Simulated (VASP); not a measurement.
# C (Fd-3m) in VASP: further runs

The runs below take C through G0W0 quasiparticle levels, band structure, with PBE.

All numbers are computed with VASP 6.6.1; they aren't measurements. Logs are shortened: lines on timing, memory, paths and dates and some standing lists are left out, and cuts for length are marked.

## (1) The structure

The structure is cubic, space group Fd-3m (No. 227). The conventional cell has a = 3.573 Å, b = 3.573 Å, c = 3.573 Å, α = 90.00°, β = 90.00°, γ = 90.00°. Around C (site symmetry -43m) lie 4 C at 1.55 Å.

This isn't the form of C at room conditions, which is graphite.

## (2) G0W0 quasiparticle levels, PBE

POSCAR reads:

```
C                                       
1.0
    0.0000000000      1.7867095160      1.7867095160
    1.7867095160      0.0000000000      1.7867095160
    1.7867095160      1.7867095160      0.0000000000
  C             
     2
Direct
     0.0000000000000000    0.0000000000000000    0.0000000000000000
     0.2500000000000000    0.2500000000000000    0.2500000000000000
```

INCAR.step1 reads:

```
PREC     = Accurate       # precision mode
ENCUT    = 420            # plane-wave cutoff, eV
EDIFF    = 1E-8           # SCF threshold, eV
ISMEAR   = 0              # smearing method
SIGMA    = 0.01           # smearing width, eV
LREAL    = False          # projectors in reciprocal space
LASPH    = True           # aspherical terms in the spheres
NELM     = 80             # most SCF steps
ALGO     = Normal         # electronic algorithm
LWAVE    = True           # write WAVECAR
LCHARG   = False          # write CHGCAR
GGA      = PE             # functional
KPAR     = 4
```

INCAR.step2 reads:

```
PREC     = Accurate       # precision mode
ENCUT    = 420            # plane-wave cutoff, eV
EDIFF    = 1E-8           # SCF threshold, eV
ISMEAR   = 0              # smearing method
SIGMA    = 0.01           # smearing width, eV
LREAL    = False          # projectors in reciprocal space
LASPH    = True           # aspherical terms in the spheres
NELM     = 1              # most SCF steps
ALGO     = Exact          # electronic algorithm
LWAVE    = True           # write WAVECAR
LCHARG   = False          # write CHGCAR
GGA      = PE             # functional
KPAR     = 4            
NBANDS   = 144            # bands
LOPTICS  = True           # frequency-dependent dielectric function
ISTART   = 1
```

INCAR.step3 reads:

```
PREC     = Accurate       # precision mode
ENCUT    = 420            # plane-wave cutoff, eV
EDIFF    = 1E-8           # SCF threshold, eV
ISMEAR   = 0              # smearing method
SIGMA    = 0.01           # smearing width, eV
LREAL    = False          # projectors in reciprocal space
LASPH    = True           # aspherical terms in the spheres
ALGO     = EVGW0          # electronic algorithm
LWAVE    = False          # write WAVECAR
LCHARG   = False          # write CHGCAR
GGA      = PE             # functional
KPAR     = 4            
NELMGW   = 1            
NBANDS   = 144            # bands
ENCUTGW  = 140            # cutoff of the response function
NOMEGA   = 60             # frequency points
PRECFOCK = Fast         
ISTART   = 1            
NBANDSGW = 12
```

KPOINTS reads:

```
regular mesh
0
Gamma
  10 10 10
```

Potentials or basis: VASP PAW PBE potentials, release 64 (C_GW).

On the command line:

```
cat potpaw_PBE.64/C_GW/POTCAR > POTCAR
cp INCAR.step1 INCAR
mpirun -np 4 vasp_std > vasp.out
cp INCAR.step2 INCAR
mpirun -np 4 vasp_std > vasp.out
cp INCAR.step3 INCAR
mpirun -np 4 vasp_std > vasp.out
```

OUTCAR:

```text
PREC = Accurate
   ENCUT = 420
   EDIFF = 1E-8
   ISMEAR = 0
   LREAL = False
   LASPH = True
   GGA = PE
   NELMGW = 1
   ENCUTGW = 140
   PRECFOCK = Fast
   ISTART = 1

 ion  position               nearest neighbor table
   1  0.000  0.000  0.000-   2 1.55   2 1.55   2 1.55   2 1.55
   2  0.250  0.250  0.250-   1 1.55   1 1.55   1 1.55   1 1.55

  LATTYP: Found a face centered cubic cell.
 ALAT       =     3.5734190320

  Lattice vectors:

 A1 = (   0.0000000000,   1.7867095160,   1.7867095160)
 A2 = (   1.7867095160,   0.0000000000,   1.7867095160)
 A3 = (   1.7867095160,   1.7867095160,   0.0000000000)

Analysis of symmetry for initial positions (statically):
=====================================================================
 Subroutine PRICEL returns:
 Original cell was already a primitive cell.

 Routine SETGRP: Setting up the symmetry group for a
 face centered cubic supercell.

 Subroutine GETGRP returns: Found 48 space group operations
 (whereof 24 operations were pure point group operations)
 out of a pool of 48 trial point group operations.

The static configuration has the point symmetry T_d .
 The point group associated with its full space group is O_h .

Analysis of symmetry for dynamics (positions and initial velocities):
=====================================================================
 Subroutine PRICEL returns:
 Original cell was already a primitive cell.

 Routine SETGRP: Setting up the symmetry group for a
 face centered cubic supercell.

 Subroutine GETGRP returns: Found 48 space group operations
 (whereof 24 operations were pure point group operations)
 out of a pool of 48 trial point group operations.

The dynamic configuration has the point symmetry T_d .
 The point group associated with its full space group is O_h .

 Subroutine INISYM returns: Found 48 space group operations
 (whereof 24 operations are pure point group operations),
 and found     1 'primitive' translations

----------------------------------------------------------------------------------------

[... 92 lines left out ...]
   EDIFF  = 0.1E-07   stopping-criterion for ELM
   LREAL  =      F    real-space projection
   EDIFFG = 0.1E-06   stopping-criterion for IOM
   NSW    =      0    number of steps for IOM
   IBRION =     -1    ionic relax: 0-MD 1-quasi-New 2-CG
   NFREE  =      0    steps in history (QN), initial steepest desc. (CG)
   ISIF   =      0    stress and relaxation
   ISYM   =      3    0-nonsym 1-usesym 2-fastsym
   POTIM  = 0.5000    time-step for ionic-motion
   TEBEG  =    0.0;   TEEND  =   0.0 temperature during run
   PSTRESS=    0.0 pullay stress
   NELECT =       8.0000    total number of electrons
   NUPDOWN=      -1.0000    fix difference up-down
   EMIN   =  10.00;   EMAX   =-10.00  energy-range for DOS
   EFERMI =   0.00;   METHOD = LEGACY
   ISMEAR =     0;   SIGMA  =   0.01  broadening in eV -4-tet -1-fermi 0-gaus
   EFERMI_NEDOS =   21; number of points for ismear=-14 and -15
   IALGO  =     38    algorithm
   IMIX   =      4    mixing-type and parameters
     AMIX     =   0.40;   BMIX     =  1.00
     AMIX_MAG =   1.60;   BMIX_MAG =  1.00
  volume/ion in A,a.u.               =       5.70        38.49
  Fermi-wavevector in a.u.,A,eV,Ry     =   1.454479  2.748567 28.783261  2.115510
  Thomas-Fermi vector in A             =   2.571625
   LORBIT       =      0    0 simple, 1 ext, 2 COOP (PROOUT), +10 PAW based schemes
   GGA     = PE    functional components
   LHFCALC =     T    Hartree Fock is set to
   PRECFOCK=fast      Normal, Fast or Accurate (Low or Medium for compatibility)
   ENCUT4O =  -1.0   cutoff for four orbital integrals eV
   NKREDX  =     1    reduce k-point grid by
   NKREDY  =     1    reduce k-point grid by
   NKREDZ  =     1    reduce k-point grid by
   AEXX    =    1.0000 exact exchange contribution
   HFSCREEN=    0.0000 screening length (either q_TF or 0.3 A-1)
   HFSCREENC=   0.0000 screening length for correlation (either q_TF or 0.3 A-1)
   ENCUTFOCK=  -1.0 apply spherical cutoff to Coloumb kernel
   IVDW    =     0    specifies the selected vdW correction
   LEPSILON=     F    determine dielectric tensor
   LRPA    =     F    only Hartree local field effects (RPA)
   LRPAFORCE           =     F    calculate RPA forces
   ENCUTGW             = 140.0    cutoff for response function in eV
   ENCUTGWSOFT         = 112.0    soft cutoff for Coulomb kernel in GW response function in eV
   ENCUTLF             =  -1.0    cutoff for local field effects
   NELMGW              =     1    number of iterations in solving QP/BSE equation
   NELMHF              =     1    number of iterations in the inner HF iteration
   NKREDLFX            =     1    NKREDLFY  =   1   NKREDLFZ  =   1
 non-spin polarized calculation
 Gauss-broadening in eV      SIGMA  =   0.01
  energy-cutoff  :      420.00
  volume of cell :       11.41
 maximum number of plane-waves:       232
 NGX is ok and might be reduce to    18
  NGX = 12; NGY = 12; NGZ = 12
   NGX =  9   NGY =  9   NGZ =  9
 maximum number of plane-waves:        52

 QP shifts <psi_nk| G(iteration)W_0 |psi_nk>: iteration 1
 for sc-GW calculations column KS-energies equals QP-energies in previous step
 and V_xc(KS)=  KS-energies - (<T + V_ion + V_H > + <T+V_H+V_ion>^1  + <V_x>^1)

 k-point   1 :       0.0000    0.0000    0.0000
  band No.  KS-energies  QP-energies   sigma(KS)   V_xc(KS)     V^pw_x(r,r')   Z            occupation Imag(sigma)

      1     -11.7182     -13.2959     -16.8597     -14.7591     -25.3918       0.7511       2.0000       1.3694
      2       9.7027       9.1090     -17.4936     -16.7765     -19.0499       0.8278       2.0000       0.0609
      3       9.7027       9.1090     -17.4936     -16.7765     -19.0499       0.8278       2.0000       0.0609
      4       9.7027       9.1090     -17.4936     -16.7765     -19.0499       0.8278       2.0000       0.0609
      5      15.2579      16.3103     -14.2266     -15.5034      -9.3952       0.8242       0.0000      -0.0574
      6      15.2579      16.3103     -14.2266     -15.5034      -9.3952       0.8242       0.0000      -0.0574
      7      15.2579      16.3103     -14.2266     -15.5034      -9.3952       0.8242       0.0000      -0.0574
      8      22.8712      23.8573     -15.1074     -16.3843      -7.8416       0.7723       0.0000      -0.1579
      9      28.9058      29.1482     -11.5401     -11.8397      -4.3313       0.8090       0.0000      -0.3397
     10      36.1619      37.0847     -12.7374     -13.8504      -5.8938       0.8291       0.0000      -0.5229
     11      36.1619      37.0847     -12.7374     -13.8504      -5.8938       0.8291       0.0000      -0.5229
     12      37.1615      37.4395     -11.1439     -11.4840      -3.2545       0.8174       0.0000      -0.9171
[... 356 lines left out ...]
      1      -7.1473      -8.5312     -16.9770     -15.1280     -24.2551       0.7485       2.0000       0.7685
      2       1.6507       0.4375     -17.6303     -16.0746     -21.9724       0.7799       2.0000       0.1502
      3       3.7422       2.7184     -16.8846     -15.6075     -20.1425       0.8017       2.0000       0.1008
      4       4.3724       3.3974     -17.0585     -15.8473     -20.1702       0.8050       2.0000       0.0949
      5      14.4595      15.1460     -13.4111     -14.2354      -8.5530       0.8329       0.0000      -0.0640
      6      17.6791      18.3376     -12.6087     -13.4023      -7.0766       0.8298       0.0000      -0.0840
      7      23.7001      25.1104     -14.6912     -16.5131      -7.2766       0.7741       0.0000      -0.1733
      8      23.7513      25.1250     -14.7452     -16.5212      -7.3282       0.7735       0.0000      -0.1751
      9      31.3037      32.3335     -14.2439     -15.5717      -5.7236       0.7755       0.0000      -0.5792
     10      32.4983      33.3888     -13.0410     -14.1797      -4.5946       0.7821       0.0000      -0.5676
     11      40.3656      41.1770     -12.5376     -13.5347      -4.5869       0.8138       0.0000      -0.9804
     12      43.0846      43.5802     -11.6184     -12.2318      -3.2339       0.8079       0.0000      -1.1369

 [... further k-points ...]
```

OUTCAR.step2:

```text
PREC = Accurate
   ENCUT = 420
   EDIFF = 1E-8
   ISMEAR = 0
   LREAL = False
[... 1016 lines left out ...]
     0.00000     6.01421     6.01421     6.01421     0.00000     0.00000    -0.00000
     3.81015     6.85238     6.85238     6.85238     0.00000     0.00000    -0.00000
     7.62030    10.96947    10.96947    10.96947     0.00000     0.00000    -0.00000
    11.43045    -4.77516    -4.77516    -4.77516    -0.00000    -0.00000     0.00000
    15.24059    -2.90595    -2.90595    -2.90595     0.00000    -0.00000     0.00000
    19.05074    -1.49575    -1.49575    -1.49575     0.00000    -0.00000     0.00000
[... 92 lines left out ...]
   373.39455     0.99285     0.99285     0.99285    -0.00000    -0.00000     0.00000
   377.20470     0.99300     0.99300     0.99300    -0.00000    -0.00000     0.00000
```

It took 5.9 min on 4 MPI ranks of Intel Xeon Platinum 8488C (Sapphire Rapids), shared host; peak memory 1.9 GiB.

What came out:

| Quantity | Value |
| --- | --- |
| Band gap on the k mesh, mean-field level | 4.14 eV, indirect (least direct gap 5.56 eV) |
| Quasiparticle gap | 5.32 eV |
| Least direct quasiparticle gap | 7.20 eV |

Levels at points of the mesh, in eV from the valence-band top:
```tsv
k point	band 1	band 2	band 3	band 4	band 5	band 6	band 7	band 8
(0.00, 0.00, 0.00)	-21.42	0.00	0.00	0.00	5.56	5.56	5.56	13.17
(0.50, 0.00, 0.00)	-15.68	-13.33	-2.80	-2.80	8.42	8.42	8.74	15.63
(0.50, 0.50, 0.00)	-12.74	-12.74	-6.27	-6.27	4.73	4.73	16.70	16.70
```

Caveat: bands, screening cutoff and mesh are small and nothing is extrapolated, so the quasiparticle values aren't converged. A k mesh can miss the band edges.

## (3) Band structure, PBE

POSCAR is that of step 2.

INCAR.step1 reads:

```
SYSTEM = C
PREC = Accurate
ENCUT = 420
EDIFF = 1E-7
ISMEAR = 0
SIGMA = 0.02
LREAL = .FALSE.
LASPH = .TRUE.
NELM = 80
ALGO = Normal
ISIF = 2
LWAVE = .FALSE.
LCHARG = .TRUE.
GGA = PE
KPAR = 4
```

KPOINTS.step1 reads:

```
regular mesh
0
G
  14 14 14
  0 0 0
```

INCAR.step2 reads:

```
SYSTEM = C
PREC = Accurate
ENCUT = 420
EDIFF = 1E-7
ISMEAR = 0
SIGMA = 0.05
LREAL = .FALSE.
LASPH = .TRUE.
NELM = 80
ALGO = Normal
ISIF = 2
LWAVE = .FALSE.
LCHARG = .FALSE.
GGA = PE
KPAR = 4
ICHARG = 11
```

KPOINTS.step2 reads:

```
path GXWKGLUWLK,UX
15
line-mode
reciprocal
 0.0000000000  0.0000000000  0.0000000000  G
 0.5000000000  0.0000000000  0.5000000000  X

 0.5000000000  0.0000000000  0.5000000000  X
 0.5000000000  0.2500000000  0.7500000000  W

 0.5000000000  0.2500000000  0.7500000000  W
 0.3750000000  0.3750000000  0.7500000000  K

 0.3750000000  0.3750000000  0.7500000000  K
 0.0000000000  0.0000000000  0.0000000000  G

 0.0000000000  0.0000000000  0.0000000000  G
 0.5000000000  0.5000000000  0.5000000000  L

 0.5000000000  0.5000000000  0.5000000000  L
 0.6250000000  0.2500000000  0.6250000000  U

 0.6250000000  0.2500000000  0.6250000000  U
 0.5000000000  0.2500000000  0.7500000000  W

 0.5000000000  0.2500000000  0.7500000000  W
 0.5000000000  0.5000000000  0.5000000000  L

 0.5000000000  0.5000000000  0.5000000000  L
 0.3750000000  0.3750000000  0.7500000000  K

 0.6250000000  0.2500000000  0.6250000000  U
 0.5000000000  0.0000000000  0.5000000000  X
```

Potentials or basis: VASP PAW PBE potentials, release 64 (C_GW).

On the command line:

```
cat potpaw_PBE.64/C_GW/POTCAR > POTCAR
cp INCAR.step1 INCAR
cp KPOINTS.step1 KPOINTS
mpirun -np 4 vasp_std > vasp.out
cp INCAR.step2 INCAR
cp KPOINTS.step2 KPOINTS
mpirun -np 4 vasp_std > vasp.out
```

Wall time 6.8 s (4 MPI ranks of Intel Xeon Platinum 8488C (Sapphire Rapids), shared host); peak memory 0.1 GiB.

It converged, with:

* Band gap on the k mesh: 4.10 eV, indirect (least direct gap 5.56 eV)
* Band gap along the path: 4.10 eV, indirect (least direct gap 5.56 eV)

Levels at the corners of the path, in eV from the valence-band top:
```tsv
point	band 2	band 3	band 4	band 5	band 6	band 7
Γ	0.00	0.00	0.00	5.56	5.56	5.56
X	-12.74	-6.27	-6.27	4.73	4.73	16.70
X	-12.74	-6.27	-6.27	4.73	4.73	16.70
W	-11.96	-8.28	-8.28	10.58	10.58	12.22
W	-11.96	-8.28	-8.28	10.58	10.58	12.22
K	-11.71	-9.27	-5.34	5.64	10.68	14.28
K	-11.71	-9.27	-5.34	5.64	10.68	14.28
Γ	0.00	0.00	0.00	5.56	5.56	5.56
Γ	0.00	0.00	0.00	5.56	5.56	5.56
L	-13.33	-2.80	-2.80	8.42	8.42	8.74
L	-13.33	-2.80	-2.80	8.42	8.42	8.74
U	-11.71	-9.27	-5.34	5.64	10.68	14.28
U	-11.71	-9.27	-5.34	5.64	10.68	14.28
W	-11.96	-8.28	-8.28	10.58	10.58	12.22
W	-11.96	-8.28	-8.28	10.58	10.58	12.22
L	-13.33	-2.80	-2.80	8.42	8.42	8.74
L	-13.33	-2.80	-2.80	8.42	8.42	8.74
K	-11.71	-9.27	-5.34	5.64	10.68	14.28
U	-11.71	-9.27	-5.34	5.64	10.68	14.28
X	-12.74	-6.27	-6.27	4.73	4.73	16.70
```

Caveat: the log is that of the step along the path at fixed density, whose energy, stress, charges and moments have no meaning.
